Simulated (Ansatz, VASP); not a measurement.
Li4MoAs2 in VASP and in Ansatz

INCAR

```
  ALGO = Normal
  EDIFF = 1E-7
  ENCUT = 520
  GGA = PE
  ISIF = 2
  ISMEAR = 0
  LASPH = T
  LCHARG = T
  LELF = T
  LREAL = F
  LVHAR = T
  LWAVE = F
  NBANDS = 27
  NELM = 100
  PREC = Accurate
  SIGMA = 0.1
```

KPOINTS

```
k-points
0
Gamma
  6 6 6
```

File POSCAR:

```
Li4MoAs2
1.0
   -1.9706012064      1.9706012064      6.4269196584
    1.9706012064     -1.9706012064      6.4269196584
    1.9706012064      1.9706012064     -6.4269196584
Li Mo As
4 1 2
Direct
    0.5000000000      0.0000000000      0.5000000000
    0.0000000000      0.5000000000      0.5000000000
    0.1533100000      0.1533100000      0.0000000000
    0.8466900000      0.8466900000      0.0000000000
    0.0000000000      0.0000000000      0.0000000000
    0.3537700000      0.3537700000      0.0000000000
    0.6462300000      0.6462300000      0.0000000000
```

Input for Ansatz:

```yaml
crystal:
  lattice:
    - [-1.9706012064, 1.9706012064, 6.4269196584]
    - [1.9706012064, -1.9706012064, 6.4269196584]
    - [1.9706012064, 1.9706012064, -6.4269196584]
  atoms:
    - { symbol: Li, position: [0.5, 0.0, 0.5] }
    - { symbol: Li, position: [0.0, 0.5, 0.5] }
    - { symbol: Li, position: [0.15331, 0.15331, 0.0] }
    - { symbol: Li, position: [0.84669, 0.84669, 0.0] }
    - { symbol: Mo, position: [0.0, 0.0, 0.0] }
    - { symbol: As, position: [0.35377, 0.35377, 0.0] }
    - { symbol: As, position: [0.64623, 0.64623, 0.0] }
basis:
  ecutwfc: 420
kpoints:
  mp_grid: { grid: [6, 6, 6] }
hamiltonian:
  xc: pbe
scf:
  occupations: { method: gaussian, width: 0.1 }
  lower_state_search: "off"
output:
  forces: true
  stress: true
  eigenvalues: true
```

Alike in both runs: task single point; functional PBE; k mesh 6 × 6 × 6; occupations gaussian, width 0.1 eV; no spin polarisation.

|  | VASP | Ansatz |
| --- | --- | --- |
| version | VASP 6.6.1 | Ansatz 0.2.0 |
| potentials or method | VASP PAW PBE potentials, release 64 (Li_sv, Mo_sv, As) | scalar-relativistic, plane waves, PAW |
| plane-wave cutoff (eV) | 520 | 420 |
| valence electrons in the cell | 36 | 56 |

|  | VASP | Ansatz | Ansatz less VASP |
| --- | --- | --- | --- |
| gap on the k mesh at the Fermi level (eV) | none | none | - |
| rms of the force components (eV/Å) | 1.513 | 1.495 | -0.0184 |

Atom by atom the forces differ by 0.021 eV/Å (rms over components). A gap of «none» marks a metal or a gap that the smearing closes. The two sets of potentials don't hold the same shells in valence.

Caveats: the k mesh is coarse (spacing up to 0.38 Å⁻¹), so the values aren't converged; forces of over 1 eV/Å show positions far from the minimum, so gaps and moduli don't describe the material at rest.
